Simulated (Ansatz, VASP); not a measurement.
# Cross-check of SnO2 (Cassiterite) between VASP and Ansatz

One calculation is typed for both programs; each brings its own data sets. How far apart do they land? The cell is taken from a series of runs on this material, whose earlier steps may have relaxed, scaled, displaced or heated it; both programs get it as it stands.

Calculated with Ansatz 0.2.0; plane waves, with VASP 6.6.1 beside it; relaxation of cell and atoms at PBE and zone-centre phonons at PBE.

### Step 1. Set-up

It takes space group P4_2/mnm (No. 136, tetragonal). The conventional cell has a = 4.827 Å, b = 4.827 Å, c = 3.238 Å, α = 90.00°, β = 90.00°, γ = 90.00°. Nearest to Sn lie 6 O at 2.09 Å. O has 3 Sn at 2.09 Å nearest. Farther neighbours and most contacts between anions are not listed.

Coordinates:

```
Sn O
1.0
     4.82742    0.00000    0.00000
     0.00000    4.82742    0.00000
     0.00000    0.00000    3.23807
Sn O
2 4
Direct
  0.00000 0.00000 0.00000
  0.50000 0.50000 0.50000
  0.30654 0.30654 0.00000
  0.19346 0.80654 0.50000
  0.69346 0.69346 0.00000
  0.80654 0.19346 0.50000
```

### Step 2. VASP: relaxation of cell and atoms, PBE

The relaxed volume is the usual yardstick between codes: in a stiff, nearly cubic crystal its relative difference is about their pressure difference at one cell divided by the bulk modulus.

Lines of VASP's logs that name or quote its potential files are left out, and so is its time.

INCAR

```
SYSTEM = SnO2
PREC = Accurate
ENCUT = 600
EDIFF = 1E-07
NELM = 120
ISMEAR = 0
SIGMA = 0.01
LREAL = .FALSE.
ALGO = Normal
GGA = PE
NBANDS = 32
LORBIT = 11
LWAVE = .FALSE.
LCHARG = .FALSE.
ISIF = 3
IBRION = 2
NSW = 80
EDIFFG = -0.005
LASPH = .TRUE.
GGA_COMPAT = .FALSE.
NELMIN = 4
EFERMI = MIDGAP
KPAR = 2
```

POSCAR

```
SnO2
1.0
    4.8274200000      0.0000000000      0.0000000000
    0.0000000000      4.8274200000      0.0000000000
    0.0000000000      0.0000000000      3.2380690000
Sn O
2 4
Direct
    0.0000000000      0.0000000000      0.0000000000
    0.5000000000      0.5000000000      0.5000001544
    0.3065442825      0.3065442825      0.0000000000
    0.1934557175      0.8065442825      0.5000001544
    0.6934557175      0.6934557175      0.0000000000
    0.8065442825      0.1934557175      0.5000001544
```

KPOINTS

```
Automatic mesh
0
Gamma
6 6 8
0 0 0
```

The projector-augmented-wave data sets are Sn_d and O (PBE family, release 64).

Command:

```bash
mpirun -np 2 vasp_std
```

Numbers of over 12 decimals in the logs are rounded to 6 here.

Log:

```text
[banner, memory and clock lines left out]
running    2 mpi-ranks, on    1 nodes
 distrk:  each k-point on    1 cores,    2 groups
 distr:  one band on    1 cores,    1 groups

 POSCAR found type information on POSCAR SnO
 POSCAR found :  2 types and       6 ions
 LDA part: xc-table for (Slater+PW92), standard interpolation
 POSCAR, INCAR and KPOINTS ok, starting setup
 FFT: planning ... GRIDC
 FFT: planning ... GRID_SOFT
 FFT: planning ... GRID
 WAVECAR not read
 entering main loop
       N       E                     dE             d eps       ncg     rms          rms(c)
DAV:   1     0.679421651280E+03    0.67942E+03   -0.28439E+04  3456   0.273E+03
DAV:   2     0.634687557185E+02   -0.61595E+03   -0.59133E+03  3568   0.714E+02
DAV:   3    -0.377656100917E+02   -0.10123E+03   -0.99564E+02  3608   0.231E+02
DAV:   4    -0.432861257248E+02   -0.55205E+01   -0.54889E+01  3872   0.586E+01
DAV:   5    -0.434485451892E+02   -0.16242E+00   -0.16235E+00  3912   0.105E+01    0.156E+01
DAV:   6    -0.372473714955E+02    0.62012E+01   -0.23020E+01  5176   0.701E+01    0.581E+00
DAV:   7    -0.373517446413E+02   -0.10437E+00   -0.20535E+00  3688   0.836E+00    0.321E+00
DAV:   8    -0.373318401816E+02    0.19904E-01   -0.27107E-01  4776   0.478E+00    0.749E-01
DAV:   9    -0.373194021252E+02    0.12438E-01   -0.65328E-02  5096   0.350E+00    0.133E-01
DAV:  10    -0.373201985264E+02   -0.79640E-03   -0.50100E-03  4408   0.660E-01    0.446E-02
DAV:  11    -0.373202804290E+02   -0.81903E-04   -0.25890E-04  5008   0.166E-01    0.208E-02
DAV:  12    -0.373202845983E+02   -0.41693E-05   -0.24633E-05  4136   0.327E-02    0.159E-02
DAV:  13    -0.373202802461E+02    0.43523E-05   -0.16624E-05  4496   0.544E-02    0.255E-03
DAV:  14    -0.373202806311E+02   -0.38503E-06   -0.12130E-06  4632   0.950E-03    0.120E-03
DAV:  15    -0.373202807215E+02   -0.90382E-07   -0.30288E-08  2616   0.137E-03
   1 F= -.37320281E+02 E0= -.37320281E+02  d E =-.373203E+02
 curvature:   0.00 expect dE= 0.000E+00 dE for cont linesearch  0.000E+00
 trial: gam= 0.00000 g(F)=  0.256E-04 g(S)=  0.107E-02 ort = 0.000E+00 (trialstep = 0.100E+01)
 search vector abs. value=  0.109E-02
 bond charge predicted
       N       E                     dE             d eps       ncg     rms          rms(c)
DAV:   1    -0.373290798820E+02   -0.87993E-02   -0.23633E-01  4056   0.734E+00    0.645E-01
DAV:   2    -0.373218449033E+02    0.72350E-02   -0.20917E-02  4488   0.159E+00    0.233E-01
DAV:   3    -0.373203879413E+02    0.14570E-02   -0.28580E-03  4680   0.115E+00    0.721E-02
DAV:   4    -0.373201912732E+02    0.19667E-03   -0.52960E-04  4664   0.493E-01    0.139E-02
DAV:   5    -0.373201855888E+02    0.56844E-05   -0.14831E-04  3992   0.101E-01    0.665E-03
DAV:   6    -0.373201777513E+02    0.78375E-05   -0.62863E-06  4208   0.238E-02    0.349E-03
DAV:   7    -0.373201772973E+02    0.45401E-06   -0.45442E-07  3368   0.735E-03    0.114E-03
DAV:   8    -0.373201774338E+02   -0.13648E-06   -0.14997E-07  2648   0.449E-03    0.241E-04
DAV:   9    -0.373201774301E+02    0.36744E-08   -0.79786E-08  2312   0.287E-03
   2 F= -.37320177E+02 E0= -.37320177E+02  d E =0.103291E-03
 trial-energy change:    0.000103  1 .order    0.000081   -0.001093    0.001255
 step:   0.4514(harm=  0.4654)  dis= 0.00018  next Energy=   -37.320525 (dE=-0.245E-03)
 bond charge predicted
       N       E                     dE             d eps       ncg     rms          rms(c)
DAV:   1    -0.373231943168E+02   -0.30169E-02   -0.70848E-02  4056   0.398E+00    0.354E-01
DAV:   2    -0.373210086654E+02    0.21857E-02   -0.63029E-03  4440   0.877E-01    0.128E-01
DAV:   3    -0.373205705151E+02    0.43815E-03   -0.86288E-04  4648   0.638E-01    0.396E-02
DAV:   4    -0.373205198624E+02    0.50653E-04   -0.15876E-04  4632   0.271E-01    0.770E-03
DAV:   5    -0.373205234159E+02   -0.35536E-05   -0.44751E-05  4008   0.557E-02    0.366E-03
DAV:   6    -0.373205249589E+02   -0.15430E-05   -0.18983E-06  4192   0.130E-02    0.190E-03
DAV:   7    -0.373205251704E+02   -0.21152E-06   -0.12626E-07  2800   0.402E-03    0.640E-04
DAV:   8    -0.373205251008E+02    0.69608E-07   -0.48885E-08  2152   0.243E-03
   3 F= -.37320525E+02 E0= -.37320525E+02  d E =-.244379E-03
 curvature:  -0.23 expect dE=-0.102E-05 dE for cont linesearch -0.171E-06
 trial: gam=-0.02197 g(F)=  0.912E-06 g(S)=  0.347E-05 ort = 0.284E-04 (trialstep = 0.890E+00)
 search vector abs. value=  0.366E-05
 reached required accuracy - stopping structural energy minimisation
```

OUTCAR, selected parts (step 2):

```text
ion  position               nearest neighbor table
   1  0.000  0.000  0.000-   4 2.09   6 2.09   4 2.09   6 2.09   5 2.09   3 2.09
   2  0.500  0.500  0.500-   3 2.09   5 2.09   3 2.09   5 2.09   4 2.09   6 2.09
   3  0.307  0.307  0.000-   2 2.09   2 2.09   1 2.09
   4  0.193  0.807  0.500-   1 2.09   1 2.09   2 2.09
   5  0.693  0.693  0.000-   2 2.09   2 2.09   1 2.09
   6  0.807  0.193  0.500-   1 2.09   1 2.09   2 2.09

  LATTYP: Found a simple tetragonal cell.
 ALAT       =     4.8274200000
 C/A-ratio  =     0.6707659578

 Subroutine GETGRP returns: Found 16 space group operations
 (whereof  8 operations were pure point group operations)

The static configuration has the point symmetry D_2h.
 The point group associated with its full space group is D_4h.

 Found     50 irreducible k-points:

   k-points           NKPTS =     50   k-points in BZ     NKDIM =     50   number of bands    NBANDS=     32

   dimension x,y,z NGX =    40 NGY =   40 NGZ =   28
   dimension x,y,z NGXF=    80 NGYF=   80 NGZF=   56

   ENCUT  =  600.0 eV  44.10 Ry    6.64 a.u.   9.64  9.64  6.47*2*pi/ulx,y,z

   NELECT =      52.0000    total number of electrons

 k-points in reciprocal lattice and weights: Automatic mesh
   0.00000000  0.00000000  0.00000000       0.003
   0.16666667  0.00000000  0.00000000       0.014
   0.33333333  0.00000000  0.00000000       0.014
   0.50000000  0.00000000  0.00000000       0.007
   0.16666667  0.16666667  0.00000000       0.014
   0.33333333  0.16666667  0.00000000       0.028
   0.50000000  0.16666667  0.00000000       0.014
   0.33333333  0.33333333  0.00000000       0.014
   0.50000000  0.33333333  0.00000000       0.014
[...]
0.50000000  0.33333333  0.50000000       0.014
   0.50000000  0.50000000  0.50000000       0.003

 average (electrostatic) potential at core
       1-100.1324       2-100.1324       3 -68.4549       4 -68.4549       5 -68.4549
       6 -68.4549

 E-fermi :   5.8271

 k-point     1 :       0.0000    0.0000    0.0000
  band No.  band energies     occupation
    ...
     22       4.2473      2.00000
     23       4.2473      2.00000
     24       4.7667      2.00000
     25       4.7667      2.00000
     26       5.5058      2.00000
     27       6.1484      0.00000
     28      11.1727      0.00000
     29      11.5510      0.00000
     30      11.5510      0.00000
     31      15.5968      0.00000
    ...

 k-point     2 :       0.1667    0.0000    0.0000
  band No.  band energies     occupation
    ...
     22       4.1874      2.00000
     23       4.2554      2.00000
     24       4.2747      2.00000
     25       4.7826      2.00000
     26       5.3753      2.00000
     27       6.8931      0.00000
     28      10.9201      0.00000
     29      11.6759      0.00000
     30      11.7905      0.00000
     31      15.8423      0.00000
    ...

 k-point     3 :       0.3333    0.0000    0.0000
  band No.  band energies     occupation
    ...
     22       3.8794      2.00000
     23       4.2760      2.00000
     24       4.3017      2.00000
     25       4.8251      2.00000
     26       5.0913      2.00000
     27       8.1394      0.00000
     28      10.3249      0.00000
     29      12.0172      0.00000
     30      12.1632      0.00000
     31      15.9162      0.00000
    ...

  Total       -0.0047715     -0.0047715      0.0196477      0.0000000      0.0000000      0.0000000
  in kB       -0.1010865     -0.1010865      0.4162504      0.0000000      0.0000000      0.0000000
  external PRESSURE =       0.0713591 kB  Pullay stress =       0.0000000 kB

  energy-cutoff  :      600.00
  volume of cell :       75.63
      direct lattice vectors                 reciprocal lattice vectors
     4.830196304  0.000000000  0.000000000     0.207030923  0.000000000  0.000000000
     0.000000000  4.830196304  0.000000000     0.000000000  0.207030923  0.000000000
     0.000000000  0.000000000  3.241444468     0.000000000  0.000000000  0.308504437

 POSITION                                       TOTAL-FORCE (eV/Angst)
 -----------------------------------------------------------------------------------
      0.00000      0.00000      0.00000         0.000000      0.000000      0.000000
      2.41510      2.41510      1.62072         0.000000      0.000000      0.000000
      1.48049      1.48049      0.00000         0.001537      0.001537      0.000000
      0.93461      3.89559      1.62072        -0.001537      0.001537      0.000000
      3.34970      3.34970      0.00000        -0.001537     -0.001537      0.000000
      3.89559      0.93461      1.62072         0.001537     -0.001537      0.000000
 -----------------------------------------------------------------------------------
    total drift:                               -0.000000     -0.000000     -0.001208

  FREE ENERGIE OF THE ION-ELECTRON SYSTEM (eV)
  ---------------------------------------------------
  free  energy   TOTEN  =       -37.3205251008 eV

  energy  without entropy=      -37.3205251008  energy(sigma->0) =      -37.32052510

 reached required accuracy - stopping structural energy minimisation

 total charge
# of ion       s       p       d       tot
------------------------------------------
    1        0.880   1.024  10.327  12.231
    2        0.880   1.024  10.327  12.231
    3        1.557   3.482   0.000   5.039
    4        1.557   3.482   0.000   5.039
    5        1.557   3.482   0.000   5.039
    6        1.557   3.482   0.000   5.039
--------------------------------------------------
tot          7.990  15.973  20.654  44.617

[... 3 further parts left out ...]
```

### Step 3. Ansatz: relaxation of cell and atoms, PBE

Ansatz runs on its default PAW (the set named soft_2) files.

The same cell, functional and mesh now go to Ansatz, which takes its cutoff from its data sets.

input.yaml

```yaml
crystal:
  lattice:
    - [4.8274195411, 0.0, 0.0]
    - [0.0, 4.8274195411, 0.0]
    - [0.0, 0.0, 3.2380692313]
  atoms:
    - { symbol: Sn, position: [0.0, 0.0, 0.0] }
    - { symbol: Sn, position: [0.5, 0.5, 0.5] }
    - { symbol: O, position: [0.3065442693, 0.3065442693, 0.0] }
    - { symbol: O, position: [0.1934557307, 0.8065442693, 0.5] }
    - { symbol: O, position: [0.6934557307, 0.6934557307, 0.0] }
    - { symbol: O, position: [0.8065442693, 0.1934557307, 0.5] }
kpoints:
  mp_grid: { grid: [6, 6, 8] }
hamiltonian:
  xc: pbe
scf:
  occupations: { method: fixed }
output:
  forces: true
  stress: true
  eigenvalues: true
relax:
  adjacent_minimum: "off"
  f_tol: 0.001
  max_steps: 60
  cell: { stress_tol: 0.01 }
```

Command:

```bash
ansatz run input.yaml --threads 8 --pin off --max-ram 15360MiB --backend cpu --events-out ev --progress --plain --runs-dir out
```

Log:

```text
Engine: ansatz 0.2.0, aarch64-unknown-linux-gnu
Pseudopotentials: kind: paw
Pseudopotential: Sn, paw, valence charge 14, recommended cutoff 420 eV (normal), Sn.paw.azcp
Pseudopotential: O, paw, valence charge 6, recommended cutoff 420 eV (normal), O.paw.azcp
Functional definition: PBE
  parameter kappa = 0.804
  parameter beta = 0.066725
  exchange = pbe_x(kappa = kappa, mu = beta*pi^2/3)
  correlation = pbe_c(beta = beta)
Crystal: 6 atoms, lattice volume = 75.460 Å³
Basis set: ecut = 420 eV, 1495 PW (Γ), exchange–correlation on 72×72×48 points (8 copies of the dense FFT grid, shifted against one another)
Bands: 32, of which v1, the nominal top of the filled ones, is band 26 counted from 1 (25 counted from 0)
Symmetry: 16 space group operations
Space group: P42/mnm (ITA 136), of the structure as read, at distance tolerance 4.2e-5 Å
k-points: 50 of 288
Non-local potential: Sn, projectors of the file, l = 0: 2, l = 1: 2, l = 2: 2, l = 3: 2
Non-local potential: O, projectors of the file, l = 0: 2, l = 1: 2, l = 2: 1
PAW form: soft (Blöchl's): semilocal exchange-correlation on the pseudo side does not see the compensation charge
PAW one-centre angular grid: Sn, 590 points (default); XC on 64 Gauss nodes
PAW one-centre angular grid: O, 110 points (default); XC on 64 Gauss nodes
Initial density: superposition of atomic densities (neutral atoms: chi_scale 0, normalization atom), corrected by the library's trained network
Initial wavefunctions: pseudopotential atomic-orbital guess
Functional: x = pbe(κ = 0.804, μ = 0.219515), c = pbe(β = 0.066725)
SCF iter   1: F=—  HF=-14317.966751 eV  |F-HF|=—  |Δ(HF+E_count)|=         —  Δρ=1.30e-3  dr2=5.71e-4  ethr=1.77e-3  ⟨swp⟩=4.4  Hψ=6026  notcnv=0  defer=200
preconditioner: auto → Resta (q_TF=auto, 2.564 Å⁻¹)  ε∞=3.6  [insulator: Δε(μ)=0.682 eV  Ē_g=19.261 eV  n_scr=18 (ndim 8)  ℏωp=30.8 eV  f_vac=0.036  ε∞_Penn≈3.6]
SCF iter   2: F=—  HF=-14317.968993 eV  |F-HF|=—  |Δ(HF+E_count)|=   2.24e-3  Δρ=6.26e-4  dr2=1.12e-4  ethr=1.10e-6  ⟨swp⟩=2.0  Hψ=3402  notcnv=0  defer=200
SCF iter   3: F=—  HF=-14317.969251 eV  |F-HF|=—  |Δ(HF+E_count)|=   2.58e-4  Δρ=2.70e-4  dr2=3.19e-5  ethr=2.15e-7  ⟨swp⟩=2.9  Hψ=2888  notcnv=0  defer=200
SCF iter   4: F=—  HF=-14317.969246 eV  |F-HF|=—  |Δ(HF+E_count)|=   4.99e-6  Δρ=4.00e-5  dr2=1.11e-6  ethr=6.14e-8  ⟨swp⟩=2.0  Hψ=2177  notcnv=0  defer=108
iter 5 did not close the SCF: its close was put off for the readings that it lacked (scf_convergence_deferred on its scf_iter line)
SCF iter   5: F=-14317.969247 eV  HF=-14317.969247 eV  |F-HF|=1.01e-7  |Δ(HF+E_count)|=   1.58e-6  Δρ=1.16e-5  dr2=6.32e-8  ethr=2.14e-9  ⟨swp⟩=2.1  Hψ=2358  notcnv=0  defer=111
SCF iter   6: F=-14317.969247 eV  HF=-14317.969247 eV  |F-HF|=1.71e-9  |Δ(HF+E_count)|=   1.19e-7  Δρ=3.37e-6  dr2=5.04e-9  ethr=1.21e-10  ⟨swp⟩=8.3  Hψ=7879  notcnv=0
SCF 1 converged in 6 iterations: F = -14317.969247 eV  dr2 = 5.04e-9
  greatest PAW one-centre occupation: 0.996 electrons in one spin orbital (limit 2), on the Sn atom at site 1 (counted from 0), in its partial waves of l = 2
relax step   1: F+E_penalty+E_count = -14317.96924729 eV  Δ(F+E_penalty+E_count) = +0.000e0 eV  max|allowed force component| = 3.248e-3 eV/Å  Δτ_max = 0.0000 Å  P = +0.003 GPa  Ω = 75.460 Å³  (6 SCF iters, dr2 threshold 1.00e-7 eV, accepted)
[...]
relax step   2: F+E_penalty+E_count = -14317.96924923 eV  Δ(F+E_penalty+E_count) = -1.936e-6 eV  max|allowed force component| = 1.861e-3 eV/Å  Δτ_max = 0.0004 Å  P = +0.001 GPa  Ω = 75.460 Å³  energy of the carried Pulay correction = +1.443e-6 eV  (5 SCF iters, dr2 threshold 1.16e-9 eV, accepted)
[...]
relax step   4: F+E_penalty+E_count = -14317.96924518 eV  Δ(F+E_penalty+E_count) = -2.619e-10 eV  max|allowed force component| = 3.573e-4 eV/Å  Δτ_max = 0.0000 Å  P = +0.001 GPa  Ω = 75.461 Å³  stress off target by 2.53e-2 GPa  SCF on the basis re-selected at this cell (its energy is not comparable with the rows above)  (6 SCF iters)
[...]
relax step   5: F+E_penalty+E_count = -14317.96923637 eV  Δ(F+E_penalty+E_count) = +8.814e-6 eV  max|allowed force component| = 8.123e-4 eV/Å  Δτ_max = 0.0000 Å  P = +0.000 GPa  Ω = 75.463 Å³  energy of the carried Pulay correction = -9.784e-6 eV  (4 SCF iters, dr2 threshold 1.60e-9 eV, accepted)
[...]
relax step   6: F+E_penalty+E_count = -14317.96923637 eV  Δ(F+E_penalty+E_count) = -4.184e-11 eV  max|allowed force component| = 8.134e-4 eV/Å  Δτ_max = 0.0000 Å  P = +0.000 GPa  Ω = 75.463 Å³  stress off target by 8.56e-3 GPa  SCF on the basis re-selected at this cell (its energy is not comparable with the rows above)  (6 SCF iters)
basis re-selected at this cell: Δ(F+E_penalty+E_count) = -4.184e-11 eV, ΔP = +0.000 GPa vs the last step (what re-selecting the basis moved, of the pressure what is left beyond the Pulay correction that the steps carried, after the strain that the cell walked since its last selection, with what the two solves' SCF thresholds leave and, on support functions, any second-order correction that the steps lacked; it is no  [...]
SCF converged after 6 iterations
Free energy (F): -14317.969236 eV
Harris-Foulkes:  -14317.969236 eV  (|F-HF|=7.28e-12)
Internal energy: -14317.969236 eV  (E = F + TS)
E sigma→0 (E₀):  -14317.969236 eV
Fermi energy:    8.741827 eV
--- Per-component energies (eV) ---
  E_band       = -154.723894
  E_kinetic    = 1077.989740
  E_local      = -2963.523292  (includes V_loc(G=0)·N_el)
  E_nonlocal   = 133.835476
  E_hartree    = 1523.934544
  E_xc         = -1053.238934
  E_vxc        = -561.653151  (∫ρ·V_xc dr)
  E_paw        = -8928.352295  (= ΣΔE_a)
  E_vpaw       = -889.251627  (= ΣTr[D̂ρ^β])
  E_aug_tail   = 0.009863  (compensation charges beyond the density's cutoff)
  E_ewald      = -4108.624338
  E_smearing   = -0.000000  (= −TS)
  E_closure    = -0.000000  (closes the sum)
  Σ components = -14317.969236   (vs F -14317.969236, Δ=0.00e0)
--- Forces (eV/Å), atoms counted from 1 ---
  atom   1  Sn     0.00000000    -0.00000000     0.00000000
  atom   2  Sn    -0.00000000     0.00000000     0.00000000
  atom   3  O      0.00081345     0.00081345     0.00000000
  atom   4  O     -0.00081345     0.00081345     0.00000000
  atom   5  O     -0.00081345    -0.00081345     0.00000000
  atom   6  O      0.00081345    -0.00081345     0.00000000
  max |Σ_I F_I| component: 0.00e0 eV/Å
--- Stress (GPa, compression-positive) ---
        0.004815       0.000000       0.000000
        0.000000       0.004815       0.000000
        0.000000       0.000000      -0.008557
  P = ⅓ Tr σ = 0.0004 GPa (0.004 kbar)
--- Band table (eV; the first three rows and the last of 50) ---
  k-point 0: bands = [... 22 lower, 7.4923, 8.0058, 8.0058, 8.7418, 9.4221, 14.4465, 14.8209, 14.8209, ... 2 higher]
  k-point 1: bands = [... 22 lower, 6.9580, 8.0293, 8.0293, 8.6239, 10.4342, 14.7232, 15.4434, 15.4434, ... 2 higher]
  k-point 2: bands = [... 22 lower, 6.2264, 7.9346, 7.9346, 8.2888, 12.0179, 15.1084, 16.8187, 16.8187, ... 2 higher]
  k-point 49: bands = [... 22 lower, 7.8276, 7.8276, 7.9642, 7.9642, 13.1053, 13.1053, 17.3683, 17.3683, ... 2 higher]
--- Relaxed structure (4 steps of the walk, 4 accepted, 2 SCFs on fresh bases) ---
  F+E_penalty+E_count = -14317.96923637 eV   max|allowed force component| = 8.134e-4 eV/Å   (the final SCF, on the basis selected at the relaxed cell)
  cell:  # Å, volume = 75.4626 Å³
    - [4.827398, 0, 0.0]
    - [0, 4.827398, 0.0]
    - [0.0, 0.0, 3.238213]
  atoms:
    - { symbol: Sn, position: [0, 0, 0.0] }
    - { symbol: Sn, position: [0.5, 0.5, 0.5] }
    - { symbol: O, position: [0.306571, 0.306571, 0.0] }
    - { symbol: O, position: [0.193429, 0.806571, 0.5] }
    - { symbol: O, position: [0.693429, 0.693429, 0.0] }
    - { symbol: O, position: [0.806571, 0.193429, 0.5] }
```

In the SCF lines HF is the Harris–Foulkes energy and dr2 the Hartree energy of the density residual, in eV; the loop may stop once dr2 is under the threshold and the program's other checks hold. Hψ counts applications of the Hamiltonian.

### Step 4. Side by side

Known differences besides the potentials themselves: fixed occupations in Ansatz, narrow Gaussian smearing in VASP; the cutoff is 420 eV in Ansatz and 600 eV in VASP; Ansatz adds a Pulay correction to the stress that steers its cell, VASP none. Total energies have different zeros and are not compared.

Both answers:

```tsv
quantity	Ansatz	VASP	difference
volume (Å³)	75.46	75.63	-0.22 %
edge a after relaxation, in the typed setting (Å)	4.827	4.830	-0.06 %
edge c after relaxation, in the typed setting (Å)	3.238	3.241	-0.10 %
```

(Continued in part 2 of 2.)

[Lines on the potential files, build, host, timing and source positions are cut from VASP's logs without a mark.]

[Logs are printed without paths, hosts, clocks, repeated set-up lines and the standing remarks that a program may print on its own settings, such as how far it seeks lower states.]

[Hosts, paths, dates, database ids (printed as entryN), source tags and the programs' standing remarks are cut or masked in the printed files.]
